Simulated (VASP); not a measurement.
The input files of a VASP run:

### INCAR
```
! general
SYSTEM =AgBr
PREC   =Accurate
ENCUT  =500   ! plane-wave cut-off (eV)
LREAL  =.FALSE.   ! projection in real space or not
LASPH  =.TRUE.

! electronic loop
EDIFF  =1E-6   ! SCF stop (eV)
NELM   =100   ! most electronic steps
ALGO   =Normal
LMAXMIX=4   ! l cut-off of mixed one-centre charges

! smearing
ISMEAR =0   ! Gaussian
SIGMA  =0.05   ! width (eV)

! ions
IBRION =2   ! conjugate gradients
NSW    =40   ! most ionic steps
ISIF   =3   ! ions, shape and volume
EDIFFG =-0.02   ! ionic stop

! output
LWAVE  =.FALSE.
LCHARG =.FALSE.
```

**KPOINTS**
```
Automatic mesh
0
Gamma
8 8 8
0 0 0
```

File POSCAR:
```
AgBr
1.0
  0.0000000000   2.7943028793   2.7943028793
  2.7943028793   0.0000000000   2.7943028793
  2.7943028793   2.7943028793   0.0000000000
Ag Br
1 1
Cart
  2.7943028793   2.7943028793   0.0000000000
  2.7943028793   2.7943028793   2.7943028793
```

POTCAR, in this order: Ag Br (LDA.64 set). Program: vasp_std.

Q: Translate this LDA calculation to Quantum ESPRESSO's pw.x.

A: One equivalent input (not run):
```
&CONTROL
  calculation = 'vc-relax'
  pseudo_dir = './pseudo'
  outdir = './out'
  tprnfor = .true.
  tstress = .true.
  nstep = 40
  forc_conv_thr = 0.00078
/
&SYSTEM
  ibrav = 0
  nat = 2
  ntyp = 2
  ecutwfc = 86
  occupations = 'smearing'
  smearing = 'gaussian'
  degauss = 0.003675
  input_dft = 'pz'
/
&ELECTRONS
  conv_thr = 7.3e-08
  electron_maxstep = 100
/
&IONS
/
&CELL
/
ATOMIC_SPECIES
  Ag 107.868 Ag.upf
  Br 79.904 Br.upf
CELL_PARAMETERS angstrom
     0.0000000    2.7943029    2.7943029
     2.7943029   -0.0000000    2.7943029
     2.7943029    2.7943029    0.0000000
ATOMIC_POSITIONS crystal
  Ag   0.0000000  0.0000000  1.0000000
  Br   0.5000000  0.5000000  0.5000000
K_POINTS automatic
  8 8 8 0 0 0
```
The two are equivalent in intent, not identical: the potentials are each code's own (VASP's PAW set, PseudoDojo norm-conserving files in pw.x), so ENCUT and ecutwfc are chosen apart and not converted; conv_thr bounds pw.x's estimated SCF error, while EDIFF bounds the energy change between steps; forc_conv_thr acts on force components and is met together with etot_conv_thr.

The compound is AgBr in the rock salt structure. It was relaxed first, which changed the volume by -9 %.
